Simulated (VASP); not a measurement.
Here is the system:

```
SrCl2
1.0
    0.00000     3.40877     3.40877
    3.40877     0.00000     3.40877
    3.40877     3.40877     0.00000
Sr Cl
1 2
Cartesian
  0.00000   0.00000   0.00000
  1.70439   1.70439   1.70439
  5.11316   5.11316   5.11316
```

Calculation: r2SCAN+rVV10, VASP's PBE PAW potentials (set 64) (plane waves; VASP). Numerical set-up: 520 eV cut-off, 6×6×6 Γ-centred mesh, Gaussian smearing of 0.050 eV, potentials Sr_sv Cl.

Task: Give the stress tensor in GPa (positive for a compressed cell).

Result: 
```
2.78  0.00  0.00
0.00  2.78  0.00
0.00  0.00  2.78
```
The pressure is its mean diagonal, 2.78 GPa.

The compound is SrCl2 in the fluorite structure. This cell is one point of a volume scan, at 0.94 of the reference volume.
